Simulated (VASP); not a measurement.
# The low-index faces of Au

Which face of Au is cheapest, and which holds its electrons hardest?

Main program and level: VASP 6.6.1; PBE; plane waves and PAW (Au).

Most raw output is cut from this account.

**1. The starting structure**

Symmetry: Fm-3m, No. 225, cubic system. Conventional cell: a = 4.080 Å, b = 4.080 Å, c = 4.080 Å, α = 90.00°, β = 90.00°, γ = 90.00°. Nearest to Au lie 12 Au at 2.88 Å.

Coordinates:

```cif
data_structure
_symmetry_space_group_name_H-M 'Fm-3m'
_symmetry_Int_Tables_number 225
_cell_length_a 4.0800
_cell_length_b 4.0800
_cell_length_c 4.0800
_cell_angle_alpha 90.000
_cell_angle_beta 90.000
_cell_angle_gamma 90.000
_cell_volume 67.92
loop_
_atom_site_label
_atom_site_type_symbol
_atom_site_symmetry_multiplicity
_atom_site_Wyckoff_symbol
_atom_site_fract_x
_atom_site_fract_y
_atom_site_fract_z
_atom_site_occupancy
Au1 Au 4 a 0.00000 0.00000 0.00000 1
```

**2. The bulk reference, job relaxation, k-mesh 16×16×16**

The bulk crystal is relaxed first, so that the slabs are cut at this functional's lattice.

The input, INCAR:

```
SYSTEM = Au
PREC = Accurate
ENCUT = 420
EDIFF = 1E-06
NELM = 120
ISMEAR = 1
SIGMA = 0.15
LREAL = .FALSE.
ALGO = Normal
GGA = PE
NBANDS = 11
LASPH = .TRUE.
LORBIT = 11
LWAVE = .FALSE.
LCHARG = .FALSE.
KPAR = 4
IBRION = 2
NSW = 30
ISIF = 3
EDIFFG = -0.01
POTIM = 0.4
```

The input, POSCAR:

```
Au
1.0
    0.0000000000      2.0400000000      2.0400000000
    2.0400000000      0.0000000000      2.0400000000
    2.0400000000      2.0400000000      0.0000000000
Au
1
Direct
    0.0000000000      0.0000000000      0.0000000000
```

The input, KPOINTS:

```
Automatic mesh
0
Gamma
16 16 16
0 0 0
```

PAW data sets: Au (PBE family, release 64).

Run with:

```sh
$ mpirun -np 4 vasp_std
```

The job ended after 15 s (4 MPI ranks of Intel Xeon Platinum 8488C (Sapphire Rapids), shared host; peak memory 0.58 GiB).

This run has no spin polarisation. Its electron count is odd, so without a moment it is a metal by construction. The run keeps the 48 symmetry operations of its start, so it cannot find a distortion of lower symmetry.

Step by step:

```tsv
step	energy less that of the first step (eV)	largest force (eV/Å)	pressure (GPa)	volume (Å³)
1	0.0000	0.0000	9.23	16.98
2	-0.0029	0.0000	-6.73	18.98
3	-0.0261	0.0000	-0.05	17.95
```

```tsv
conventional cell, symmetrised	before	after	change
a (Å)	4.080	4.156	+1.9 %
b (Å)	4.080	4.156	+1.9 %
c (Å)	4.080	4.156	+1.9 %
volume (Å³/atom)	16.98	17.95	+5.7 %
```

Final coordinates:

```xyz
1
Lattice="0.0000 2.0782 2.0782 2.0782 0.0000 2.0782 2.0782 2.0782 0.0000" Properties=species:S:1:pos:R:3 pbc="T T T"
Au    0.0000    0.0000    0.0000
```

This step gave:

* electronic cycles: 25
* electrons: 11
* free energy (TOTEN): -3.221 eV
* energy at zero smearing: -3.221 eV
* Fermi energy: 8.564 eV
* metallic: yes

The run ended after 3 ionic steps, 0.026 eV below its first step, once forces and stress met EDIFFG = -0.01.

Energy at zero smearing: -3.22067 eV.

**3. The bulk reference, job self-consistent run, k-mesh 19×19×19**

The input, INCAR:

```
SYSTEM = Au
PREC = Normal
ENCUT = 320
EDIFF = 1E-06
NELM = 120
ISMEAR = 1
SIGMA = 0.15
LREAL = .FALSE.
ALGO = Fast
GGA = PE
NBANDS = 11
LASPH = .TRUE.
LORBIT = 11
LWAVE = .FALSE.
LCHARG = .FALSE.
KPAR = 4
```

The input, POSCAR:

```
Au
1.0
    0.0000000000      2.0782283609      2.0782283609
    2.0782283609      0.0000000000      2.0782283609
    2.0782283609      2.0782283609      0.0000000000
Au
1
Direct
    0.0000000000      0.0000000000      0.0000000000
```

The input, KPOINTS:

```
Automatic mesh
0
Gamma
19 19 19
0 0 0
```

Run with:

```sh
$ mpirun -np 4 vasp_std
```

It took 5.2 s on 4 MPI ranks; peak memory 0.47 GiB.

This step gave:

```yaml
electronic_cycles: 12
fermi_energy: 8.703 eV
```

Energy at zero smearing: -3.22103 eV.

The run ends at a pressure of -0.92 GPa.

**4. Surface relaxation, 7 atoms, face Au(111)**

System of this step: Au(111). The cell holds 7 atoms: 7 Au. Cell: a = 2.939 Å, b = 2.939 Å, c = 29.398 Å, α = 90.0°, β = 90.0°, γ = 60.0°. It derives from Au. 7 layers of fcc Au, cut at this functional's lattice. Vacuum lies along c.

All atoms relax at the fixed cell.

The input, INCAR:

```
SYSTEM = Au
PREC = Normal
ENCUT = 320
EDIFF = 1E-05
NELM = 120
ISMEAR = 1
SIGMA = 0.15
LREAL = .FALSE.
ALGO = Fast
GGA = PE
NBANDS = 47
LASPH = .TRUE.
LORBIT = 11
LWAVE = .FALSE.
LCHARG = .FALSE.
KPAR = 4
IBRION = 2
NSW = 40
ISIF = 2
EDIFFG = -0.03
POTIM = 0.4
MAXMIX = 40
```

The input, POSCAR:

```
Au
1.0
    2.9390587337      0.0000000000      0.0000000000
    1.4695293668      2.5452995266      0.0000000000
    0.0000000000      0.0000000000     29.3983884432
Au
7
Direct
    0.0000000000      0.0000000000      0.2551160200
    0.3333333300      0.3333333300      0.3367440200
    0.6666666700      0.6666666700      0.4183720100
    0.0000000000      0.0000000000      0.5000000000
    0.3333333300      0.3333333300      0.5816279900
    0.6666666700      0.6666666700      0.6632559800
    0.0000000000      0.0000000000      0.7448839800
```

The input, KPOINTS:

```
Automatic mesh
0
Gamma
12 12 1
0 0 0
```

Run with:

```sh
$ mpirun -np 4 vasp_std
```

Elapsed: 74 s, on 4 MPI ranks; peak memory 0.86 GiB.

The run keeps the 12 symmetry operations of its start, so it cannot find a distortion of lower symmetry.

The steps of the relaxation:

```tsv
step	energy less that of the first step (eV)	largest force (eV/Å)
1	0.0000	0.1541
2	-0.0022	0.0842
3	-0.0031	0.0522
4	-0.0039	0.0651
5	-0.0044	0.0306
6	-0.0045	0.0257
```

The atoms that moved most (Å):

```tsv
atom	dx	dy	dz	length
Au2	0.000	0.000	0.018	0.018
Au6	0.000	0.000	-0.018	0.018
Au7	0.000	0.000	0.013	0.013
Au1	0.000	0.000	-0.013	0.013
```

Final coordinates:

```xyz
7
Lattice="2.9391 0.0000 0.0000 1.4695 2.5453 0.0000 0.0000 0.0000 29.3984" Properties=species:S:1:pos:R:3
Au    0.0000    0.0000    7.4871
Au    1.4695    0.8484    9.9177
Au    2.9391    1.6969   12.3036
Au    0.0000    0.0000   14.6992
Au    1.4695    0.8484   17.0947
Au    2.9391    1.6969   19.4807
Au    0.0000    0.0000   21.9113
```

Numbers from this step:

```yaml
electronic_cycles: 39
electrons: 77
free_energy_toten: -21.90 eV
energy_at_zero_smearing: -21.90 eV
fermi_energy: 2.632 eV
```

The run ended after 6 ionic steps, 0.004 eV below its first step, once the forces on the free atoms met EDIFFG = -0.03.

**5. Vacuum level and density of states, 7 atoms, face Au(111)**

A static run writes the electrostatic potential without exchange and correlation (LVHAR), which is flat in the vacuum and gives the level to count from. The dipole correction cancels the field that unlike faces would set up across the vacuum.

The input, INCAR:

```
SYSTEM = Au
PREC = Normal
ENCUT = 320
EDIFF = 1E-06
NELM = 120
ISMEAR = 1
SIGMA = 0.15
LREAL = .FALSE.
ALGO = Fast
GGA = PE
NBANDS = 47
LASPH = .TRUE.
LORBIT = 11
LWAVE = .FALSE.
LCHARG = .TRUE.
KPAR = 4
IDIPOL = 3
LDIPOL = .TRUE.
DIPOL = 0.5 0.5 0.5
LVHAR = .TRUE.
LVACPOTAV = .TRUE.
NEDOS = 1500
```

The input, POSCAR:

```
Au
1.0
    2.9390587337      0.0000000000      0.0000000000
    1.4695293668      2.5452995266      0.0000000000
    0.0000000000      0.0000000000     29.3983884432
Au
7
Direct
    0.0000000000      0.0000000000      0.2546774528
    0.3333333300      0.3333333300      0.3373549055
    0.6666666700      0.6666666700      0.4185141044
    0.0000000000      0.0000000000      0.5000000000
    0.3333333300      0.3333333300      0.5814858956
    0.6666666700      0.6666666700      0.6626450945
    0.0000000000      0.0000000000      0.7453225472
```

KPOINTS is that of step 4.

Run with:

```sh
$ mpirun -np 4 vasp_std
```

The job ended after 36 s (4 MPI ranks; peak memory 0.82 GiB; 2.3 min of CPU time).

This step gave:

- electronic cycles: 20
- dipole moment: 0, 0, 0 e·Å
- vacuum levels: 7.858, 7.858 eV
- work functions of the upper and lower face: 5.226, 5.226 eV

The planar average of the electrostatic potential oscillates, so the rows of the table below give means over windows of 2.41 Å about each position, cut where the curve ends. Its maxima inside the range that stand out by 2 % of the span (Å: eV): 8.7: 1.43, 11.1: 1.15, 13.5: 1.17, 15.9: 1.17, 18.3: 1.15, 20.7: 1.43. Its minima: 7.5: -18.1, 9.9: -18.4, 12.3: -18.4, 14.7: -18.4, 17.1: -18.4, 19.5: -18.4, 21.9: -18.1.

Zero at the Fermi level. The planar average of the electrostatic potential by height; means over each step:

```tsv
height (Å)	planar average of the electrostatic potential (eV)
1.21	5.23
3.62	5.22
6.03	0.797
8.44	-8.21
10.85	-8.72
13.26	-8.62
15.67	-8.62
18.08	-8.71
20.48	-8.26
22.90	-3.69
25.30	5.21
27.72	5.23
```

Density of states in the PAW spheres, an atom over height of the layer and energy from the Fermi level.

Values in states/eV, 22 rows by 7 columns, each cell a mean:
```
0.31 0.25 0.17 0.28 0.17 0.25 0.31
0.19 0.29 0.29 0.23 0.29 0.29 0.19
0.28 0.21 0.29 0.28 0.29 0.21 0.28
0.13 0.10 0.11 0.12 0.11 0.10 0.13
0.37 0.32 0.33 0.32 0.33 0.32 0.37
0.89 0.82 0.92 0.89 0.92 0.82 0.89
2.57 2.77 2.55 2.41 2.55 2.77 2.57
2.67 2.06 1.75 1.81 1.75 2.06 2.67
2.90 1.66 1.67 1.84 1.67 1.66 2.90
2.35 1.68 2.18 2.01 2.18 1.68 2.35
2.56 1.59 1.54 1.71 1.54 1.59 2.56
2.70 2.37 2.43 2.27 2.43 2.37 2.70
1.79 2.36 2.36 2.45 2.36 2.36 1.79
1.48 1.85 2.02 1.90 2.02 1.85 1.48
1.01 1.41 1.21 1.47 1.21 1.41 1.01
1.23 1.76 1.32 1.30 1.32 1.76 1.23
0.68 1.59 1.58 1.55 1.58 1.59 0.68
0.34 1.03 1.18 1.12 1.18 1.03 0.34
0.19 0.38 0.48 0.49 0.48 0.38 0.19
0.06 0.12 0.18 0.18 0.18 0.12 0.06
0.05 0.12 0.09 0.09 0.09 0.12 0.05
0.03 0.09 0.09 0.11 0.09 0.09 0.03
```
Columns: height of the layer (Å) from 7.5 to 21.9; rows upwards: energy from the Fermi level (eV) from -7.9 to 0.5.

Valence density in the ca plane at fractional y = 0.000, with atoms of Au within 0.2 Å of it. It is the smooth field of the valence electrons, not physical close to the nuclei.

Values in e/Å³, 5 rows by 16 columns, each cell a mean:
```
0.1 0.2 0.2 2.1 2.1 0.2 0.2 0.1 0.2 0.2 1.5 2.7 0.3 0.0 0.0 0.0
0.2 0.7 0.3 0.6 0.6 0.3 0.7 0.2 0.6 0.4 0.4 0.7 0.1 0.0 0.0 0.0
0.3 1.0 0.4 0.2 0.2 0.4 1.0 0.3 0.9 0.5 0.2 0.3 0.1 0.0 0.0 0.0
0.2 0.5 0.3 1.0 1.0 0.3 0.5 0.2 0.4 0.3 0.7 1.2 0.1 0.0 0.0 0.0
0.1 0.2 0.2 2.6 2.6 0.2 0.2 0.1 0.2 0.2 1.8 3.3 0.3 0.0 0.0 0.0
```
Columns run along c (16.0 Å, from fractional 0.37 to 0.92 of the cell), rows up along a (2.9 Å). Atoms in or near the plane, at fractional coordinates: Au at (0.50, 0.00), Au at (0.75, 0.00).

The map of layer states is cut here 0.5 eV above the Fermi level, so it leaves out the states above that.

The vacuum level lies 5.23 eV above the Fermi level at the upper face; both faces agree, as the slab has next to no dipole.

The program found no field-free point at its default tolerance, but its printed level agrees with the flat part of the planar average.

On this mesh the fine structure of the density of states is sampling noise, and high empty states may be cut by the number of bands.

**6. Relaxing the slab, 7 atoms, face Au(100)**

The input, INCAR:

```
SYSTEM = Au
PREC = Normal
ENCUT = 320
EDIFF = 1E-05
NELM = 120
ISMEAR = 1
SIGMA = 0.15
LREAL = .FALSE.
ALGO = Fast
GGA = PE
NBANDS = 47
LASPH = .TRUE.
LORBIT = 11
LWAVE = .FALSE.
LCHARG = .FALSE.
KPAR = 4
IBRION = 2
NSW = 40
ISIF = 2
EDIFFG = -0.03
POTIM = 0.4
MAXMIX = 40
```

The input, POSCAR:

```
Au
1.0
    2.9390587337      0.0000000000      0.0000000000
    0.0000000000      2.9390587337      0.0000000000
    0.0000000000      0.0000000000     27.4693701654
Au
7
Direct
    0.0000000000      0.0000000000      0.2730313800
    0.5000000000      0.5000000000      0.3486875900
    0.0000000000      0.0000000000      0.4243437900
    0.5000000000      0.5000000000      0.5000000000
    0.0000000000      0.0000000000      0.5756562100
    0.5000000000      0.5000000000      0.6513124100
    0.0000000000      0.0000000000      0.7269686200
```

The input, KPOINTS:

```
Automatic mesh
0
Gamma
10 10 1
0 0 0
```

Run with:

```sh
$ mpirun -np 4 vasp_std
```

Elapsed: 56 s, on 4 MPI ranks; peak memory 0.84 GiB.

The run keeps the 16 symmetry operations of its start, so it cannot find a distortion of lower symmetry.

Step by step:

```tsv
step	energy less that of the first step (eV)	largest force (eV/Å)
1	0.0000	0.0705
2	-0.0006	0.0380
3	-0.0008	0.0372
4	-0.0010	0.0276
```

The relaxed structure:

```
Au
1.0
     2.93906    0.00000    0.00000
     0.00000    2.93906    0.00000
     0.00000    0.00000   27.46937
Au
7
Direct
  0.00000 0.00000 0.27323
  0.50000 0.50000 0.34851
  0.00000 0.00000 0.42430
  0.50000 0.50000 0.50000
  0.00000 0.00000 0.57570
  0.50000 0.50000 0.65149
  0.00000 0.00000 0.72677
```

This step gave:

- electronic cycles: 26
- free energy (TOTEN): -21.63 eV
- energy at zero smearing: -21.63 eV
- Fermi energy: 2.133 eV

The run ended after 4 ionic steps, 0.001 eV below its first step, once the forces on the free atoms met EDIFFG = -0.03.

**7. Vacuum level and density of states, 7 atoms, face Au(100)**

The input, INCAR:

```
SYSTEM = Au
PREC = Normal
ENCUT = 320
EDIFF = 1E-06
NELM = 120
ISMEAR = 1
SIGMA = 0.15
LREAL = .FALSE.
ALGO = Fast
GGA = PE
NBANDS = 47
LASPH = .TRUE.
LORBIT = 11
LWAVE = .FALSE.
LCHARG = .TRUE.
KPAR = 4
IDIPOL = 3
LDIPOL = .TRUE.
DIPOL = 0.5 0.5 0.5
LVHAR = .TRUE.
LVACPOTAV = .TRUE.
NEDOS = 1500
```

The input, POSCAR:

```
Au
1.0
    2.9390587337      0.0000000000      0.0000000000
    0.0000000000      2.9390587337      0.0000000000
    0.0000000000      0.0000000000     27.4693701654
Au
7
Direct
    0.0000000000      0.0000000000      0.2732306164
    0.5000000000      0.5000000000      0.3485077698
    0.0000000000      0.0000000000      0.4243029983
    0.5000000000      0.5000000000      0.5000000000
    0.0000000000      0.0000000000      0.5756970017
    0.5000000000      0.5000000000      0.6514922302
    0.0000000000      0.0000000000      0.7267693836
```

KPOINTS is that of step 6.

Run with:

```sh
$ mpirun -np 4 vasp_std
```

It took 34 s on 4 MPI ranks; peak memory 0.81 GiB.

Numbers from this step:

* electronic cycles: 19
* vacuum levels: 7.231, 7.231 eV
* work functions of the upper and lower face: 5.098, 5.098 eV

The planar average of the electrostatic potential oscillates, so the rows of the table below give means over windows of 2.06 Å about each position, cut where the curve ends. Its maxima inside the range that stand out by 2 % of the span (Å: eV): 8.6: -0.801, 10.6: -0.708, 12.7: -0.715, 14.8: -0.715, 16.8: -0.708, 18.9: -0.801. Its minima: 7.6: -15.0, 9.6: -15.4, 11.7: -15.4, 13.7: -15.4, 15.8: -15.4, 17.9: -15.4, 19.9: -15.0.

Zero at the Fermi level. The planar average of the electrostatic potential by height; means over each step:

```tsv
height (Å)	planar average of the electrostatic potential (eV)
1.03	5.11
3.09	5.11
5.15	4.88
7.21	-7.32
9.27	-8.64
11.33	-8.62
13.39	-8.64
15.45	-8.62
17.51	-8.61
19.57	-8.34
21.63	3.35
23.69	5.10
25.75	5.11
```

Density of states in the PAW spheres, an atom over height of the layer and energy from the Fermi level.

Ten even steps from '_' (0.02 states/eV) to '@' (3.14 states/eV), each cell a mean:
```
______________
______________
______..______
______________
..__________..
::::::::::::::
%%%%%%##%%%%%%
@@**++**++**@@
@@++++++++++@@
%%==******==%%
%%==++++++==%%
######**######
++##%%%%%%##++
==++++**++++==
--++======++--
::**--==--**::
::++++==++++::
__::------::__
__..........__
______________
______________
______________
```
Columns: height of the layer (Å) from 7.5 to 20; rows upwards: energy from the Fermi level (eV) from -7.9 to 0.5.

Valence density in the ca plane at fractional y = 0.000, with atoms of Au within 0.2 Å of it. It is the smooth field of the valence electrons, not physical close to the nuclei.

Ten even steps from '0' (0.0 e/Å³) to '9' (4.4 e/Å³), each cell a mean:
```
00000268741000001478520000002687410000000000
00000134420000000244310000001344200000000000
00000011100000000011100000000111000000000000
00000000000000000000000000000000000000000000
00000000000000000000000000000000000000000000
00000022210000000122200000001222100000000000
00000246531000001366420000002565300000000000
00000379841000001589630000003798410000000000
```
Columns run along c (16.0 Å, from fractional 0.33 to 0.91 of the cell), rows up along a (2.9 Å). Atoms in or near the plane, at fractional coordinates: Au at (0.42, 0.00), Au at (0.58, 0.00), Au at (0.73, 0.00).

The map of layer states is cut here 0.5 eV above the Fermi level, so it leaves out the states above that.

The vacuum level lies 5.10 eV above the Fermi level at the upper face; both faces agree, as the slab has next to no dipole.

The program found no field-free point at its default tolerance, but its printed level agrees with the flat part of the planar average.

On this mesh the fine structure of the density of states is sampling noise, and high empty states may be cut by the number of bands.

(Part 1 of 2 ends here.)

[Lines on the potential files, build, host, timing and source positions are cut from VASP's logs without a mark.]

[Logs are printed without paths, hosts, clocks, repeated set-up lines and the standing remarks that a program may print on its own settings, such as how far it seeks lower states.]

[Hosts, paths, dates, database ids (printed as entryN), source tags and the programs' standing remarks are cut or masked in the printed files.]

[Runs that stopped without an error message from VASP are left out.]
